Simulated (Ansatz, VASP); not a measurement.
# Li23Sn12F72 (V_Li hop (2.8 A)): VASP beside Ansatz

One calculation is typed for both programs; each brings its own data sets. How far apart do they land? The Ansatz run is a path of several images between two structures; VASP solves its first image, and the two are compared there.

Method: plane waves, with VASP 6.6.1 beside it; single point at PBEsol, in Ansatz 0.2.0.

## Step 1: Starting point

The cell holds 107 atoms: 23 Li, 12 Sn and 72 F. Cell: a = 9.926 Å, b = 9.926 Å, c = 13.694 Å, α = 90.0°, β = 90.0°, γ = 120.0°. It derives from Li2SnF6 (Li2SnF6 (P-31m)). Nearest the centre at fractional (0.500, 0.750, 0.500): Li21 at 1.25 Å, F101 at 1.48 Å, F100 at 1.49 Å, F81 at 2.47 Å, F96 at 2.47 Å, F61 at 2.54 Å, F62 at 2.55 Å, F97 at 3.21 Å. The cell carries charge −1.

## Step 2: Ansatz: path of images, PBEsol

Ansatz runs on its default PAW (the set named soft_2) files.

A single point gives forces, pressure and levels at one fixed geometry, so differences don't come from the geometry; what else differs is listed under the comparison.

input.yaml reads:

```yaml
crystal:
  lattice:
    - [9.92600377, 6.0e-08, 0.0]
    - [-4.96300194, 8.5961714, 0.0]
    - [0.0, 0.0, 13.6941084]
  atoms:
    - { symbol: Li, position: [0.333121, 0.16577251, 0.16719214] }
    - { symbol: Li, position: [0.16732373, 0.33313868, 0.16808246] }
    - { symbol: Sn, position: [-0.0002294, -0.00036221, -0.00033348] }
    - { symbol: F, position: [0.16294516, 0.1626283, 0.08385516] }
    - { symbol: F, position: [0.33885659, 0.33551814, 0.24549402] }
    - { symbol: F, position: [0.33637165, -0.00017821, 0.08357441] }
    - { symbol: F, position: [0.16181323, -0.00081615, 0.24805443] }
    - { symbol: F, position: [-0.00032559, 0.33607078, 0.08357284] }
    - { symbol: F, position: [0.00032763, 0.16212116, 0.2480532] }
    - { symbol: Li, position: [0.33164484, 0.16556965, 0.49965999] }
    - { symbol: Li, position: [0.17707159, 0.35392422, 0.49972598] }
    - { symbol: Sn, position: [-0.00015632, -0.0003345, 0.33420114] }
    - { symbol: F, position: [0.16344437, 0.16301367, 0.41707949] }
    - { symbol: F, position: [0.33786196, 0.33607216, 0.58276062] }
    - { symbol: F, position: [0.33783113, 0.00124578, 0.41664534] }
    - { symbol: F, position: [0.16341465, -0.00013841, 0.5822613] }
    - { symbol: F, position: [-0.0016368, 0.33619849, 0.4166734] }
    - { symbol: F, position: [-0.00041245, 0.16293025, 0.58225766] }
    - { symbol: Li, position: [0.33317571, 0.16689465, 0.83215236] }
    - { symbol: Li, position: [0.16576943, 0.33303948, 0.8313254] }
    - { symbol: Sn, position: [-0.00012176, -0.0003575, 0.66517162] }
    - { symbol: F, position: [0.16188457, 0.1621537, 0.75127688] }
    - { symbol: F, position: [0.33627532, 0.33600549, 0.9158635] }
    - { symbol: F, position: [0.33882648, 0.00284789, 0.75388355] }
    - { symbol: F, position: [0.16294852, -0.00019793, 0.91546315] }
    - { symbol: F, position: [-0.00330916, 0.335456, 0.75388009] }
    - { symbol: F, position: [-0.0003682, 0.16269852, 0.91550779] }
    - { symbol: Li, position: [0.33317094, 0.66640647, 0.16893589] }
    - { symbol: Li, position: [0.16581859, 0.83219605, 0.16807468] }
    - { symbol: Sn, position: [4.828e-05, 0.49977671, -0.00031644] }
    - { symbol: F, position: [0.16323339, 0.66309569, 0.08366679] }
    - { symbol: F, position: [0.33790677, 0.83908616, 0.24617209] }
    - { symbol: F, position: [0.3364106, 0.49966452, 0.08369836] }
    - { symbol: F, position: [0.16045947, 0.49836838, 0.24618636] }
    - { symbol: F, position: [-0.00032956, 0.83651389, 0.08385757] }
    - { symbol: F, position: [-0.00338909, 0.66065143, 0.24546769] }
    - { symbol: Li, position: [0.17700054, 0.82252493, 0.49966753] }
    - { symbol: Sn, position: [-0.00068005, 0.50023835, 0.33290572] }
    - { symbol: F, position: [0.15797367, 0.66537162, 0.41227907] }
    - { symbol: F, position: [0.33430919, 0.84151353, 0.58700123] }
    - { symbol: F, position: [0.33438499, 0.49221506, 0.4124098] }
    - { symbol: F, position: [0.15801589, 0.49227834, 0.58697372] }
    - { symbol: F, position: [-0.00047302, 0.83608011, 0.41710623] }
    - { symbol: F, position: [-0.00165331, 0.66162253, 0.58269755] }
    - { symbol: Li, position: [0.33313155, 0.66626405, 0.83045858] }
    - { symbol: Li, position: [0.1673339, 0.83370542, 0.83136923] }
    - { symbol: Sn, position: [-0.00063358, 0.49859387, 0.66646158] }
    - { symbol: F, position: [0.16044873, 0.66157921, 0.75322035] }
    - { symbol: F, position: [0.33636922, 0.83623054, 0.91567702] }
    - { symbol: F, position: [0.33792131, 0.49832225, 0.75323813] }
    - { symbol: F, position: [0.16326169, 0.499633, 0.91569953] }
    - { symbol: F, position: [0.00036529, 0.83766895, 0.75132284] }
    - { symbol: F, position: [-0.00033003, 0.66315808, 0.9157994] }
    - { symbol: Li, position: [0.83372065, 0.16689768, 0.16720362] }
    - { symbol: Li, position: [0.66648754, 0.3330239, 0.16702303] }
    - { symbol: Sn, position: [0.4997148, -0.00054577, -0.00032387] }
    - { symbol: F, position: [0.66302977, 0.16332876, 0.08339127] }
    - { symbol: F, position: [0.8367786, 0.33704649, 0.24751839] }
    - { symbol: F, position: [0.83677076, -0.000207, 0.0838612] }
    - { symbol: F, position: [0.66402412, 0.0028876, 0.24549375] }
    - { symbol: F, position: [0.50027679, 0.33648353, 0.08343424] }
    - { symbol: F, position: [0.50020824, 0.16273139, 0.24746999] }
    - { symbol: Li, position: [0.83394076, 0.16560371, 0.49965176] }
    - { symbol: Li, position: [0.66645003, 0.33295535, 0.49970381] }
    - { symbol: Sn, position: [0.50089987, 0.00024117, 0.33288604] }
    - { symbol: F, position: [0.66460097, 0.16579151, 0.41630948] }
    - { symbol: F, position: [0.83381584, 0.33489373, 0.58306615] }
    - { symbol: F, position: [0.83651857, -2.919e-05, 0.41706673] }
    - { symbol: F, position: [0.6633356, 0.0011898, 0.58271074] }
    - { symbol: F, position: [0.50117073, 0.33496037, 0.4163289] }
    - { symbol: F, position: [0.50110544, 0.16566324, 0.5830504] }
[... 3 lines left out ...]
    - { symbol: Sn, position: [0.49927691, 0.00015107, 0.66648407] }
    - { symbol: F, position: [0.66247653, 0.16271465, 0.75188483] }
    - { symbol: F, position: [0.83615303, 0.33639288, 0.91597998] }
    - { symbol: F, position: [0.8374474, -0.0008239, 0.75134364] }
    - { symbol: F, position: [0.66351107, -0.00019249, 0.91586235] }
    - { symbol: F, position: [0.50029721, 0.33702348, 0.75190349] }
    - { symbol: F, position: [0.50024224, 0.16335254, 0.91597819] }
    - { symbol: Li, position: [0.83263686, 0.66637266, 0.16722752] }
    - { symbol: Li, position: [0.66635892, 0.83364077, 0.16807046] }
    - { symbol: Sn, position: [0.49970628, 0.49977771, -0.00030181] }
    - { symbol: F, position: [0.66342945, 0.66316293, 0.08356607] }
    - { symbol: F, position: [0.83738502, 0.83770503, 0.24805557] }
    - { symbol: F, position: [0.83620055, 0.49926723, 0.08339885] }
    - { symbol: F, position: [0.66249999, 0.49926179, 0.24747348] }
    - { symbol: F, position: [0.49981188, 0.83627819, 0.08368832] }
    - { symbol: F, position: [0.50116891, 0.66167137, 0.24619119] }
    - { symbol: Li, position: [0.83388645, 0.66779153, 0.49970379] }
    - { symbol: Li, position: [0.64553267, 0.82254759, 0.49968355] }
    - { symbol: Sn, position: [0.49934878, 0.49865549, 0.33288216] }
    - { symbol: F, position: [0.66343903, 0.66173948, 0.41662998] }
    - { symbol: F, position: [0.83646982, 0.83605777, 0.58231958] }
    - { symbol: F, position: [0.83381453, 0.49841097, 0.41635753] }
    - { symbol: F, position: [0.66458018, 0.49832769, 0.58307389] }
    - { symbol: F, position: [0.50732547, 0.84165, 0.41236096] }
    - { symbol: F, position: [0.50726753, 0.66516081, 0.58700536] }
    - { symbol: Li, position: [0.83379494, 0.66639045, 0.83215586] }
    - { symbol: Li, position: [0.66635513, 0.83214989, 0.83132755] }
    - { symbol: Sn, position: [0.50090792, 0.50018843, 0.66648907] }
    - { symbol: F, position: [0.66406763, 0.66065269, 0.75387968] }
    - { symbol: F, position: [0.83673515, 0.83641248, 0.91550502] }
    - { symbol: F, position: [0.83681844, 0.49922054, 0.75188581] }
    - { symbol: F, position: [0.66303592, 0.49922191, 0.91597051] }
    - { symbol: F, position: [0.50116072, 0.83905411, 0.75324851] }
    - { symbol: F, position: [0.4998556, 0.66311007, 0.91569136] }
total_charge: -1
basis:
  ecutwfc: 420
  xc_grid: 2
hamiltonian:
  xc: pbesol
kpoints:
  mp_grid: { grid: [1, 1, 1], shift: [0.25, 0.25, 0.25] }
scf:
  occupations: { method: fixed }
  max_iter: 150
output:
  forces: true
neb:
  images: 3
  f_tol: 0.04
  climbing: true
  initial_path: idpp
  max_iterations: 45
  order_check: false
  final_atoms:
    - { symbol: Li, position: [0.33274976, 0.16612808, 0.16699944] }
    - { symbol: Li, position: [0.16662331, 0.33329015, 0.16718339] }
[... 1 atom line left out ...]
    - { symbol: F, position: [0.16312854, 0.16271174, 0.08340579] }
[... 2 atom lines left out ...]
    - { symbol: F, position: [0.16251204, -0.00021856, 0.24755338] }
[... 1 atom line left out ...]
    - { symbol: F, position: [0.00261352, 0.16354231, 0.24552269] }
    - { symbol: Li, position: [0.33275444, 0.16612884, 0.49967727] }
[... 3 atom lines left out ...]
    - { symbol: F, position: [0.33468405, 0.33343383, 0.58297352] }
[... 4 atom lines left out ...]
    - { symbol: Li, position: [0.33275305, 0.16613701, 0.83234158] }
    - { symbol: Li, position: [0.16561311, 0.3322744, 0.83217547] }
    - { symbol: Sn, position: [-2.78e-06, -0.00098947, 0.66645344] }
[... 1 atom line left out ...]
    - { symbol: F, position: [0.33617857, 0.33576506, 0.91592684] }
[... 1 atom line left out ...]
    - { symbol: F, position: [0.16310719, -9.503e-05, 0.91591437] }
    - { symbol: F, position: [-0.00095722, 0.33710339, 0.75114903] }
[... 4 atom lines left out ...]
    - { symbol: F, position: [0.16247806, 0.66261684, 0.08384533] }
    - { symbol: F, position: [0.33531756, 0.83856615, 0.24552755] }
[... 1 atom line left out ...]
    - { symbol: F, position: [0.16179075, 0.49986533, 0.24820615] }
    - { symbol: F, position: [-0.00031101, 0.83599108, 0.08350764] }
[... 7 atom lines left out ...]
    - { symbol: F, position: [0.00097381, 0.8374614, 0.41674095] }
    - { symbol: F, position: [-0.00057536, 0.66298222, 0.58213925] }
[... 1 atom line left out ...]
    - { symbol: Li, position: [0.16661943, 0.83281327, 0.83217326] }
    - { symbol: Sn, position: [-0.00056301, 0.4994635, 0.6649544] }
[... 7 atom lines left out ...]
    - { symbol: Li, position: [0.66606985, 0.33226782, 0.16715872] }
[... 1 atom line left out ...]
    - { symbol: F, position: [0.66292248, 0.16321195, 0.08349137] }
[... 2 atom lines left out ...]
    - { symbol: F, position: [0.66136242, 0.0009003, 0.24616677] }
    - { symbol: F, position: [0.49898401, 0.33578828, 0.08341178] }
    - { symbol: F, position: [0.49907095, 0.16222203, 0.24754325] }
    - { symbol: Li, position: [0.82205778, 0.14470409, 0.49966909] }
    - { symbol: Li, position: [0.66779142, 0.33362637, 0.49968882] }
    - { symbol: Sn, position: [0.49840295, -0.00097427, 0.33289962] }
    - { symbol: F, position: [0.66144707, 0.16302468, 0.416722] }
[... 1 atom line left out ...]
    - { symbol: F, position: [0.84118175, 0.00664818, 0.41229491] }
[... 6 atom lines left out ...]
    - { symbol: F, position: [0.66034472, 0.16359051, 0.75381527] }
[... 2 atom lines left out ...]
    - { symbol: F, position: [0.6628567, -0.00046836, 0.91569928] }
[... 1 atom line left out ...]
    - { symbol: F, position: [0.49896537, 0.16269471, 0.91591421] }
    - { symbol: Li, position: [0.83204279, 0.66539083, 0.1680368] }
    - { symbol: Li, position: [0.66610557, 0.83279773, 0.16884407] }
    - { symbol: Sn, position: [0.49951268, 0.49964392, -0.0003334] }
[... 2 atom lines left out ...]
    - { symbol: F, position: [0.8363, 0.49936555, 0.08385305] }
[... 4 atom lines left out ...]
    - { symbol: Li, position: [0.35419837, 0.67686005, 0.49968626] }
[... 3 atom lines left out ...]
    - { symbol: F, position: [0.8359082, 0.49945695, 0.41723079] }
    - { symbol: F, position: [0.66143391, 0.49791592, 0.58262275] }
    - { symbol: F, position: [0.49220794, 0.83403531, 0.41228367] }
[... 1 atom line left out ...]
    - { symbol: Li, position: [0.83350135, 0.6668542, 0.83129226] }
    - { symbol: Li, position: [0.66610087, 0.83280553, 0.83049369] }
    - { symbol: Sn, position: [0.49841743, 0.49889925, 0.66644973] }
    - { symbol: F, position: [0.66139985, 0.65999635, 0.75316933] }
[... 3 atom lines left out ...]
    - { symbol: F, position: [0.49800266, 0.83753828, 0.75318433] }
    - { symbol: F, position: [0.49935345, 0.66282986, 0.91569796] }
```

On the command line:

```console
> ansatz run input.yaml --threads 4 --pin off --max-ram 14131MiB --backend cpu --events-out ev --progress --plain --runs-dir out
```

Numbers of over 12 decimals in the logs are rounded to 6 here.

Output:

```text
Warning: neb: disabling space-group detection — the band's intermediate images generally break the endpoint symmetry, so the full k-mesh is solved, and no spatial operation symmetrises the density, except that a semilocal band can use its path's symmetry ahead of convergence
Engine: ansatz 0.2.0, aarch64-unknown-linux-gnu
Pseudopotentials: kind: paw
Pseudopotential: Li, paw, valence charge 3, recommended cutoff 420 eV (normal), Li.paw.azcp
Pseudopotential: Sn, paw, valence charge 14, recommended cutoff 420 eV (normal), Sn.paw.azcp
Pseudopotential: F, paw, valence charge 7, recommended cutoff 420 eV (normal), F.paw.azcp
Functional definition: PBEsol
  exchange = pbesol_x
  correlation = pbesol_c
parallel-image band execution: 3 concurrent image workers
NEB image 0
Crystal: 107 atoms, lattice volume = 1168.458 Å³
Basis set: ecut = 420 eV, 22905 PW (Γ), exchange–correlation on 144×144×192 points (8 copies of the dense FFT grid, shifted against one another)
Bands: 478, of which v1, the nominal top of the filled ones, is band 371 counted from 1 (370 counted from 0)
Symmetry: 1 space group operations
k-points: 1
Non-local potential: Li, projectors of the file, l = 0: 3, l = 1: 2, l = 2: 1
Non-local potential: Sn, projectors of the file, l = 0: 2, l = 1: 2, l = 2: 2, l = 3: 2
Non-local potential: F, projectors of the file, l = 0: 2, l = 1: 2, l = 2: 1
PAW form: soft (Blöchl's): semilocal exchange-correlation on the pseudo side does not see the compensation charge
PAW frozen core: Sn, regenerated for the run's functional, and the local potential with it (the file was generated under x = pbe(κ = 0.804, μ = 0.219515), c = pbe(β = 0.066725))
PAW frozen core: F, regenerated for the run's functional, and the local potential with it (the file was generated under x = pbe(κ = 0.804, μ = 0.219515), c = pbe(β = 0.066725))
PAW one-centre angular grid: Li, 110 points (default); XC on 64 Gauss nodes
PAW one-centre angular grid: Sn, 590 points (default); XC on 64 Gauss nodes
PAW one-centre angular grid: F, 110 points (default); XC on 64 Gauss nodes
Initial density: superposition of atomic densities (neutral atoms scaled as one to the charged cell's electrons: chi_scale 0, normalization atom), corrected by the library's trained network
Initial wavefunctions: pseudopotential atomic-orbital guess
Functional: x = pbesol(κ = 0.804, μ = 0.123457), c = pbesol(β = 0.046)
SCF iter   1: F=—  HF=-133785.551158 eV  |F-HF|=—  |Δ(HF+E_count)|=         —  Δρ=1.87e-2  dr2=2.52e0  ethr=1.77e-3  ⟨swp⟩=5.0  Hψ=1518  notcnv=0  defer=102
preconditioner: auto → Resta (q_TF=auto, 2.529 Å⁻¹)  ε∞=2.9  [insulator: Δε(μ)=5.398 eV  Ē_g=20.604 eV  n_scr=298 (ndim 8)  ℏωp=28.7 eV  f_vac=0.053  ε∞_Penn≈2.9]
SCF iter   2: F=—  HF=-133784.775216 eV  |F-HF|=—  |Δ(HF+E_count)|=   7.76e-1  Δρ=3.03e-3  dr2=4.49e-2  ethr=3.39e-4  ⟨swp⟩=2.0  Hψ=716  notcnv=0  defer=102
SCF iter   3: F=—  HF=-133784.767484 eV  |F-HF|=—  |Δ(HF+E_count)|=   7.73e-3  Δρ=1.16e-3  dr2=1.16e-2  ethr=6.05e-6  ⟨swp⟩=3.0  Hψ=666  notcnv=0  defer=105
SCF iter   4: F=—  HF=-133784.769957 eV  |F-HF|=—  |Δ(HF+E_count)|=   2.47e-3  Δρ=3.50e-4  dr2=1.20e-3  ethr=1.56e-6  ⟨swp⟩=3.0  Hψ=750  notcnv=0  defer=105
SCF iter   5: F=—  HF=-133784.770596 eV  |F-HF|=—  |Δ(HF+E_count)|=   6.39e-4  Δρ=6.78e-5  dr2=5.44e-5  ethr=1.62e-7  ⟨swp⟩=2.0  Hψ=652  notcnv=0  defer=105
SCF iter   6: F=—  HF=-133784.769443 eV  |F-HF|=—  |Δ(HF+E_count)|=   1.15e-3  Δρ=5.61e-5  dr2=2.25e-5  ethr=7.33e-9  ⟨swp⟩=2.0  Hψ=818  notcnv=0  defer=105
SCF iter   7: F=—  HF=-133784.769441 eV  |F-HF|=—  |Δ(HF+E_count)|=   2.05e-6  Δρ=6.67e-6  dr2=5.35e-7  ethr=3.03e-9  ⟨swp⟩=2.0  Hψ=716  notcnv=0  defer=105
SCF iter   8: F=—  HF=-133784.769442 eV  |F-HF|=—  |Δ(HF+E_count)|=   8.02e-7  Δρ=4.08e-6  dr2=1.26e-7  ethr=1.35e-11  ⟨swp⟩=5.0  Hψ=1487  notcnv=0
SCF iter   9: F=-133784.769442 eV  HF=-133784.769442 eV  |F-HF|=3.78e-9  |Δ(HF+E_count)|=  9.90e-10  Δρ=1.27e-6  dr2=1.25e-8  ethr=1.35e-11  ⟨swp⟩=4.0  Hψ=1288  notcnv=0
SCF 1 converged in 9 iterations: F = -133784.769442 eV  dr2 = 1.25e-8
  greatest PAW one-centre occupation: 1.000 electrons in one spin orbital (limit 2), on the Li atom at site 63 (counted from 0), in its partial waves of l = 0
NSCF: frozen V_eff on 1 k-points
NEB image 4
SCF iter   1: F=—  HF=-133785.551064 eV  |F-HF|=—  |Δ(HF+E_count)|=         —  Δρ=1.87e-2  dr2=2.52e0  ethr=1.77e-3  ⟨swp⟩=5.0  Hψ=1518  notcnv=0  defer=102
preconditioner: auto → Resta (q_TF=auto, 2.529 Å⁻¹)  ε∞=2.9  [insulator: Δε(μ)=5.394 eV  Ē_g=20.604 eV  n_scr=298 (ndim 8)  ℏωp=28.7 eV  f_vac=0.053  ε∞_Penn≈2.9]
SCF iter   2: F=—  HF=-133784.775395 eV  |F-HF|=—  |Δ(HF+E_count)|=   7.76e-1  Δρ=3.03e-3  dr2=4.49e-2  ethr=3.39e-4  ⟨swp⟩=2.0  Hψ=716  notcnv=0  defer=102
[...]
- { symbol: Li, position: [0.167433, 0.334112, 0.168409] }
    - { symbol: Sn, position: [-0.00157114, -0.00131637, -4.949513589658751e-5] }
    - { symbol: F, position: [0.162404, 0.162616, 0.083089] }
    - { symbol: F, position: [0.337504, 0.335745, 0.245351] }
    - { symbol: F, position: [0.336069, 0.000728186, 0.082025] }
    - { symbol: F, position: [0.162218, 0.000354289, 0.247453] }
    - { symbol: F, position: [0.00041676, 0.336341, 0.083686] }
    - { symbol: F, position: [0.00243763, 0.163832, 0.245805] }
    - { symbol: Li, position: [0.330578, 0.165276, 0.497637] }
    - { symbol: Li, position: [0.174509, 0.349919, 0.498977] }
    - { symbol: Sn, position: [6.100588812076014e-6, 0.00113361, 0.333449] }
    - { symbol: F, position: [0.165327, 0.164192, 0.416643] }
    - { symbol: F, position: [0.336057, 0.329786, 0.584623] }
    - { symbol: F, position: [0.338443, 0.00121203, 0.415638] }
    - { symbol: F, position: [0.166739, -0.00200714, 0.583415] }
    - { symbol: F, position: [-0.00146413, 0.336975, 0.416948] }
    - { symbol: F, position: [-6.383893798891926e-5, 0.160772, 0.582705] }
    - { symbol: Li, position: [0.330201, 0.164663, 0.837009] }
    - { symbol: Li, position: [0.164964, 0.331433, 0.831976] }
    - { symbol: Sn, position: [0.00120286, -0.00211265, 0.665832] }
    - { symbol: F, position: [0.162288, 0.160772, 0.752245] }
    - { symbol: F, position: [0.336151, 0.335443, 0.916666] }
    - { symbol: F, position: [0.333439, 0.000353389, 0.754315] }
    - { symbol: F, position: [0.162176, -0.00157866, 0.916557] }
    - { symbol: F, position: [-0.00282231, 0.334835, 0.753883] }
    - { symbol: F, position: [-0.000206141, 0.162381, 0.915551] }
    - { symbol: Li, position: [0.332849, 0.666837, 0.169163] }
    - { symbol: Li, position: [0.163699, 0.832758, 0.166796] }
    - { symbol: Sn, position: [0.000833462, 0.499875, -5.18846285682265e-5] }
    - { symbol: F, position: [0.163660, 0.663868, 0.083262] }
    - { symbol: F, position: [0.335969, 0.843307, 0.241714] }
    - { symbol: F, position: [0.335206, 0.499793, 0.082856] }
    - { symbol: F, position: [0.160860, 0.499899, 0.246629] }
    - { symbol: F, position: [-0.00113758, 0.835574, 0.083687] }
    - { symbol: F, position: [-0.00322654, 0.661000, 0.245787] }
    - { symbol: Li, position: [0.169616, 0.822916, 0.498722] }
    - { symbol: Sn, position: [-0.000768267, 0.500749, 0.333437] }
[...]
- { symbol: Li, position: [0.332336, 0.664017, 0.830050] }
    - { symbol: Li, position: [0.164373, 0.829718, 0.833224] }
    - { symbol: Sn, position: [-0.00192447, 0.496334, 0.665827] }
[...]
- { symbol: Li, position: [0.835548, 0.168690, 0.166802] }
    - { symbol: Li, position: [0.667723, 0.335581, 0.164868] }
    - { symbol: Sn, position: [0.499628, -0.00171903, -0.000319129] }
[...]
- { symbol: Li, position: [0.829718, 0.153029, 0.498721] }
    - { symbol: Li, position: [0.668679, 0.334318, 0.497641] }
    - { symbol: Sn, position: [0.499610, 0.00546271, 0.327344] }
[...]
- { symbol: Li, position: [0.834890, 0.164992, 0.833220] }
    - { symbol: Li, position: [0.669069, 0.334079, 0.837013] }
    - { symbol: Sn, position: [0.499628, 0.00763489, 0.670895] }
[...]
- { symbol: Li, position: [0.831823, 0.666322, 0.168396] }
    - { symbol: Li, position: [0.666408, 0.833606, 0.169158] }
    - { symbol: Sn, position: [0.499627, 0.500952, -0.000249107] }
[...]
- { symbol: Li, position: [0.824772, 0.675054, 0.498968] }
    - { symbol: Li, position: [0.499911, 0.795099, 0.520910] }
    - { symbol: Sn, position: [0.499637, 0.498059, 0.332238] }
[...]
- { symbol: F, position: [0.499577, 0.835594, 0.397322] }
    - { symbol: F, position: [0.499651, 0.651809, 0.593023] }
    - { symbol: Li, position: [0.834297, 0.666107, 0.831990] }
    - { symbol: Li, position: [0.666935, 0.831304, 0.830053] }
    - { symbol: Sn, position: [0.499647, 0.489101, 0.670025] }
    - { symbol: F, position: [0.661619, 0.654363, 0.755429] }
    - { symbol: F, position: [0.836008, 0.835807, 0.915411] }
    - { symbol: F, position: [0.837011, 0.498126, 0.752259] }
    - { symbol: F, position: [0.663087, 0.498912, 0.916655] }
    - { symbol: F, position: [0.499654, 0.841380, 0.753092] }
    - { symbol: F, position: [0.499621, 0.663420, 0.915024] }
```

The column dr2 measures how far the density is from self-consistency, as an energy; F and HF (Harris–Foulkes) agree once it is small.

[end of part 1 of 2]

[Lines on the potential files, build, host, timing and source positions are cut from VASP's logs without a mark.]

[Logs are printed without paths, hosts, clocks, repeated set-up lines and the standing remarks that a program may print on its own settings, such as how far it seeks lower states.]

[Hosts, paths, dates, database ids (printed as entryN), source tags and the programs' standing remarks are cut or masked in the printed files.]
